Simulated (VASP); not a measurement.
Method: LDA (Ceperley-Alder, Perdew-Zunger), VASP's LDA PAW potentials (set 64) (plane waves; VASP).

A VASP calculation is set up with these files.

### KPOINTS
```
k-points along high-symmetry lines
10
Line-mode
Reciprocal
  0.000000   0.000000   0.000000 ! GAMMA
  0.000000   0.500000   0.000000 ! X

  0.000000   0.500000   0.000000 ! X
  0.500000   0.500000   0.000000 ! M

  0.500000   0.500000   0.000000 ! M
  0.000000   0.000000   0.000000 ! GAMMA

  0.000000   0.000000   0.000000 ! GAMMA
  0.000000   0.000000   0.500000 ! Z

  0.000000   0.000000   0.500000 ! Z
  0.000000   0.500000   0.500000 ! R

  0.000000   0.500000   0.500000 ! R
  0.500000   0.500000   0.500000 ! A

  0.500000   0.500000   0.500000 ! A
  0.000000   0.000000   0.500000 ! Z

  0.000000   0.500000   0.000000 ! X
  0.000000   0.500000   0.500000 ! R

  0.500000   0.500000   0.000000 ! M
  0.500000   0.500000   0.500000 ! A
```

File POSCAR:
```
MgH2
1
    4.4138159887    -0.0000000000     0.0000000000
    0.0000000000     4.4138159887     0.0000000000
    0.0000000000     0.0000000000     2.9660816802
Mg H
2 4
Direct
  0.0000000000   0.0000000000   0.0000000000
  0.5000000000   0.5000000000   0.5000000000
  0.3039460035   0.3039460035   0.0000000000
  0.8039460035   0.1960539965   0.5000000000
  0.1960539965   0.8039460035   0.5000000000
  0.6960539965   0.6960539965   0.0000000000
```

**INCAR**
```
! general
SYSTEM=MgH2
PREC  =Accurate
ENCUT =520   ! plane-wave cut-off (eV)
LREAL =.FALSE.   ! projection in real space or not
LASPH =.TRUE.   ! aspherical one-centre terms
ICHARG=11   ! fixed density

! electronic loop
EDIFF =1E-7   ! SCF stop (eV)
NELM  =100   ! most electronic steps
ALGO  =Normal   ! blocked Davidson

! smearing
ISMEAR=0   ! Gaussian
SIGMA =0.05

! output
LWAVE =.FALSE.
LCHARG=.FALSE.
LORBIT=11   ! lm-projected
```

POTCAR, in this order: Mg H (LDA.64 set). Program: vasp_std. Read from the step before: CHGCAR.

The run wrote:

### OUTCAR
```
 ion  position               nearest neighbor table
   1  0.000  0.000  0.000-   3 1.90   6 1.90   5 1.92   4 1.92   4 1.92   5 1.92   2 3.46   2 3.46
                             2 3.46   2 3.46   2 3.46   2 3.46   2 3.46   2 3.46
   2  0.500  0.500  0.500-   4 1.90   5 1.90   3 1.92   6 1.92   3 1.92   6 1.92   1 3.46   1 3.46
                             1 3.46   1 3.46   1 3.46   1 3.46   1 3.46   1 3.46
   3  0.304  0.304  0.000-   1 1.90   2 1.92   2 1.92
   4  0.804  0.196  0.500-   2 1.90   1 1.92   1 1.92
   5  0.196  0.804  0.500-   2 1.90   1 1.92   1 1.92
   6  0.696  0.696  0.000-   1 1.90   2 1.92   2 1.92
  LATTYP: Found a simple tetragonal cell.
 ALAT       =     4.4138159887
 C/A-ratio  =     0.6719993964
 Subroutine PRICEL returns:
 Original cell was already a primitive cell.
 Subroutine GETGRP returns: Found 16 space group operations
The static configuration has the point symmetry D_2h.
 The point group associated with its full space group is D_4h.
The dynamic configuration has the point symmetry D_2h.
 Subroutine INISYM returns: Found 16 space group operations
   k-points           NKPTS =     90   k-points in BZ     NKDIM =     90   number of bands    NBANDS=      8
   number of dos      NEDOS =    301   number of ions     NIONS =      6
   total plane-waves  NPLWV =  31104
   dimension x,y,z NGX =    36 NGY =   36 NGZ =   24
   dimension x,y,z NGXF=    72 NGYF=   72 NGZF=   48
   ions per type =               2   4
   PREC   = accura    normal or accurate (medium, high low for compatibility)
   ISTART =      0    job   : 0-new  1-cont  2-samecut
   ICHARG =     11    charge: 1-file 2-atom 10-const
   ISPIN  =      1    spin polarized calculation?
   LNONCOLLINEAR =      F non collinear calculations
   LSORBIT =      F    spin-orbit coupling
   INIWAV =      1    electr: 0-lowe 1-rand  2-diag
   ENCUT  =  520.0 eV  38.22 Ry    6.18 a.u.   8.21  8.21  5.51*2*pi/ulx,y,z
   NELM   =    100;   NELMIN=  2; NELMDL= -5     # of ELM steps
   EDIFF  = 0.1E-06   stopping-criterion for ELM
   LREAL  =      F    real-space projection
   NLSPLINE    = F    spline interpolate recip. space projectors
   LMAXMIX     =    2 max onsite mixed and CHGCAR
   VOSKOWN=      0    Vosko Wilk Nusair interpolation
   EDIFFG = 0.1E-05   stopping-criterion for IOM
   NSW    =      0    number of steps for IOM
   NBLOCK =      1;   KBLOCK =      1    inner block; outer block
   IBRION =     -1    ionic relax: 0-MD 1-quasi-New 2-CG
   NFREE  =      0    steps in history (QN), initial steepest desc. (CG)
   ISIF   =      2    stress and relaxation
   ISYM   =      2    0-nonsym 1-usesym 2-fastsym
   TEIN   =    0.0    initial temperature
   TEBEG  =    0.0;   TEEND  =   0.0 temperature during run
   SMASS  =  -3.00    Nose mass-parameter (am)
   PSTRESS=    0.0 pullay stress
   NELECT =       8.0000    total number of electrons
   EFERMI =   0.00;   METHOD = LEGACY
   ISMEAR =     0;   SIGMA  =   0.05  broadening in eV -4-tet -1-fermi 0-gaus
   IALGO  =     38    algorithm
   LDIAG  =      T    sub-space diagonalisation (order eigenvalues)
   IMIX   =      4    mixing-type and parameters
     AMIX     =   0.40;   BMIX     =  1.00
     AMIX_MAG =   1.60;   BMIX_MAG =  1.00
     AMIN     =   0.10
   GGA     = CA    functional components
   VOSKOWN =     0    Vosko Wilk Nusair interpolation
   LHFCALC =     F    Hartree Fock is set to
   LHFONE  =     F    Hartree Fock one center treatment
   AEXX    =    0.0000 exact exchange contribution
   IVDW    =     0    specifies the selected vdW correction
   LEPSILON=     F    determine dielectric tensor
   LRPA    =     F    only Hartree local field effects (RPA)
  energy-cutoff  :      520.00
  volume of cell :       57.78
      direct lattice vectors                 reciprocal lattice vectors
     4.413815989  0.000000000  0.000000000     0.226561325  0.000000000  0.000000000
     0.000000000  4.413815989  0.000000000     0.000000000  0.226561325  0.000000000
     0.000000000  0.000000000  2.966081680     0.000000000  0.000000000  0.337145132
 k-point     1 :   0.0000 0.0000 0.0000  plane waves:    1567
 k-point     2 :   0.0000 0.0556 0.0000  plane waves:    1557
...
```

OSZICAR:
```
       N       E                     dE             d eps       ncg     rms          rms(c)
DAV:   1     0.809750477662E+00    0.80975E+00   -0.32337E+03  1440   0.766E+02
DAV:   2    -0.182837819917E+02   -0.19094E+02   -0.18112E+02  2080   0.774E+01
DAV:   3    -0.187621156300E+02   -0.47833E+00   -0.47833E+00  1968   0.179E+01
DAV:   4    -0.187629409214E+02   -0.82529E-03   -0.82529E-03  1800   0.714E-01
DAV:   5    -0.187629450546E+02   -0.41333E-05   -0.41333E-05  1944   0.414E-02
DAV:   6    -0.187629451038E+02   -0.49135E-07   -0.49135E-07  1856   0.373E-03
   1 F= -.18762945E+02 E0= -.18762945E+02  d E =-.101483E-10
```

**OUTCAR**
```
 val. band max:       -0.3501773635   @ k =   0.1667   0.1667   0.0000

 cond. band min:       3.0705591258   @ k =   0.3889   0.3889   0.5000



 k-point     1 :       0.0000    0.0000    0.0000
  band No.  band energies     occupation
      1      -7.2790      2.00000
      2      -1.9413      2.00000
      3      -1.9413      2.00000
      4      -0.8240      2.00000
      5       3.9548      0.00000
      6       4.6244      0.00000
      7       8.8252      0.00000
      8       8.8252      0.00000

 k-point     2 :       0.0000    0.0556    0.0000
  band No.  band energies     occupation
      1      -7.2573      2.00000
      2      -2.0972      2.00000
      3      -1.9263      2.00000
      4      -0.7369      2.00000
      5       4.0218      0.00000
      6       4.6244      0.00000
      7       8.5792      0.00000
      8       8.8883      0.00000

 k-point     3 :       0.0000    0.1111    0.0000
  band No.  band energies     occupation
      1      -7.1923      2.00000
      2      -2.4579      2.00000
      3      -1.8818      2.00000
      4      -0.5773      2.00000
      5       4.1501      0.00000
      6       4.7031      0.00000
      7       8.0701      0.00000
      8       9.0642      0.00000

 k-point     4 :       0.0000    0.1667    0.0000
  band No.  band energies     occupation
      1      -7.0842      2.00000
      2      -2.9023      2.00000
      3      -1.8085      2.00000
      4      -0.4507      2.00000
      5       4.1776      0.00000
      6       5.0343      0.00000
      7       7.5043      0.00000
      8       9.3220      0.00000

 k-point     5 :       0.0000    0.2222    0.0000
  band No.  band energies     occupation
      1      -6.9334      2.00000
      2      -3.3762      2.00000
      3      -1.7080      2.00000
      4      -0.3902      2.00000
      5       4.1426      0.00000
      6       5.5881      0.00000
      7       6.9454      0.00000
      8       9.6304      0.00000
...
```

The density is held fixed in this step, so its total energy and stress have no physical meaning.

The compound is MgH2 in the rutile structure. It was relaxed first, which changed the volume by -6 %.
